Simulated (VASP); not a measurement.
Consider the following.

```
CELL_PARAMETERS angstrom
      0.00000     2.91394     2.91394
      2.91394     0.00000     2.91394
     11.80918    11.80918    -0.15344
ATOMIC_POSITIONS crystal
  Cd 0.02543 0.02543 0.98092
  Cd 0.00349 0.00349 0.24739
  Cd 0.98233 0.98233 0.51325
  Se 0.25604 0.25604 0.05797
  Se 0.23483 0.23483 0.32387
  Se 0.21538 0.21538 0.58847
  Se 0.27973 0.27973 0.79020
  Be 0.00277 0.00277 0.74792
```

These are PBEsol GGA, VASP's PBE PAW potentials (set 64) (plane waves; VASP) values and carry that method's errors. Numerical set-up: 400 eV cut-off, 7×7×2 Γ-centred mesh, tetrahedra with Blöchl corrections, potentials Cd Se Be.

The cores are frozen, which limits the accuracy of field gradients.

Problem. Give the principal components of the electric field gradient (V/Å²) and the asymmetry η at each nucleus.

Solution. 
```tsv
atom	Vxx	Vyy	Vzz	η
Cd1	11.0	11.0	-22.1	0.00
Cd2	6.7	6.7	-13.3	0.00
Cd3	4.3	4.3	-8.6	0.00
Se4	-35.3	-35.3	70.6	0.00
Se5	-34.2	-34.2	68.4	0.00
Se6	-6.7	-6.7	13.4	0.00
Se7	20.1	20.1	-40.2	0.00
Be8	1.1	1.1	-2.2	0.00
```

The structure was generated: BeCd3Se4 was put into an ordered model structure (R3m), which need not be its known phase. It was relaxed first.
